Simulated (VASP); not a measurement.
```yaml
crystal:
  lattice:
    - [0.00000, 1.97051, 1.97051]
    - [1.97051, 0.00000, 1.97051]
    - [1.97051, 1.97051, 0.00000]
  atoms:
    - { symbol: Al, position: [0.00000, 0.00000, 0.00000] }
```

All values below come from PBE GGA with D4 dispersion, VASP's PBE PAW potentials (set 64) (plane waves; VASP). Settings: 520 eV cut-off, 16×16×16 Γ-centred mesh, first-order Methfessel-Paxton smearing of 0.10 eV, potentials Al.

Task: Predict the energy per atom (σ→0), pressure, band gap (on the k-mesh) with the smallest direct gap where there is one.

Result: 
```
Property                                                    Result
------------------------  ----------------------------------------
band gap (on the k-mesh)  none (metal, semimetal or under 0.01 eV)
energy per atom (σ→0)                               -4.097 eV/atom
pressure                                                  3.20 GPa
```

Only differences to runs with the same potentials and settings are physical.

The compound is Al in the fcc structure. This cell is one point of a volume scan, at 0.97 of the reference volume.
